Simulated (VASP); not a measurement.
VASP ran on this input.

KPOINTS:
```
Automatic mesh
0
Gamma
8 8 8
0 0 0
```

INCAR:
```
! general
SYSTEM  = CdS
PREC    = Accurate
ENCUT   = 400   ! plane-wave cut-off (eV)
LREAL   = F   ! projection in real space or not
LASPH   = T

! electronic loop
EDIFF   = 1E-6   ! SCF stop (eV)
NELM    = 100
ALGO    = Normal
LMAXMIX = 4   ! l cut-off of mixed one-centre charges

! smearing
ISMEAR  = 0   ! Gaussian
SIGMA   = 0.05   ! width (eV)

! functional
GGA     = PS   ! PBEsol

! ions
IBRION  = 2
NSW     = 60
ISIF    = 3   ! ions, shape and volume
EDIFFG  = -0.01

! output
LWAVE   = F
LCHARG  = F
```

File POSCAR:
```
CdS
1.0
  0.0000000000   2.7002458970   2.7002458970
  2.7002458970   0.0000000000   2.7002458970
  2.7002458970   2.7002458970   0.0000000000
Cd S
1 1
Cart
  0.0000000000   0.0000000000   0.0000000000
  2.7002458970   2.7002458970   2.7002458970
```

POTCAR, in this order: Cd S (PBE.64 set). Program: vasp_std.

Task: Translate this PBEsol calculation to Quantum ESPRESSO's pw.x.

Result: One equivalent input (not run):
```
&CONTROL
  calculation = 'vc-relax'
  pseudo_dir = './pseudo'
  outdir = './out'
  tprnfor = .true.
  tstress = .true.
  nstep = 60
  forc_conv_thr = 0.00039
/
&SYSTEM
  ibrav = 0
  nat = 2
  ntyp = 2
  ecutwfc = 102
  occupations = 'smearing'
  smearing = 'gaussian'
  degauss = 0.003675
  input_dft = 'pbesol'
/
&ELECTRONS
  conv_thr = 7.3e-08
  electron_maxstep = 100
/
&IONS
/
&CELL
/
ATOMIC_SPECIES
  Cd 112.414 Cd.upf
  S 32.060 S.upf
CELL_PARAMETERS angstrom
    -0.0000000    2.7002459    2.7002459
     2.7002459    0.0000000    2.7002459
     2.7002459    2.7002459    0.0000000
ATOMIC_POSITIONS crystal
  Cd   0.0000000  0.0000000  0.0000000
  S    0.5000000  0.5000000  0.5000000
K_POINTS automatic
  8 8 8 0 0 0
```
The two are equivalent in intent, not identical: the potentials are each code's own (VASP's PAW set, PseudoDojo norm-conserving files in pw.x), so ENCUT and ecutwfc are chosen apart and not converted; conv_thr bounds pw.x's estimated SCF error, while EDIFF bounds the energy change between steps; forc_conv_thr acts on force components and is met together with etot_conv_thr.

The structure comes from a computed database's CdS entry (Fm-3m); how it stands against other phases isn't given here. This run relaxes it. Symmetry was kept, so distortions that lower it aren't found. The start is the result of an earlier pass.
